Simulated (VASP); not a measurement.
Here is the system:

```
CELL_PARAMETERS angstrom
      0.00000     2.94779     2.94779
      2.94779     0.00000     2.94779
      2.94779     2.94779     0.00000
ATOMIC_POSITIONS crystal
  Al 0.25000 0.25000 0.25000
  Al 0.75000 0.75000 0.75000
  Pt 0.00000 0.00000 0.00000
```

Calculation: PBEsol GGA, VASP's PBE PAW potentials (set 64) (plane waves; VASP 6.6.1). Run with 400 eV cut-off, Gaussian smearing of 0.050 eV, potentials Al Pt.

Unless said otherwise, spin-orbit coupling is left out, though it shifts the bands of the heavy elements here.

**Question.** Estimate the band gap (along the path) with the smallest direct gap where there is one.

**Answer.** 
```json
{
  "band gap (along the path)": "none (metal, semimetal or under 0.01 eV)"
}
```

The absolute energy has meaning only against runs of the same code, potentials and settings.

The compound is PtAl2 in the fluorite structure. It was relaxed first.
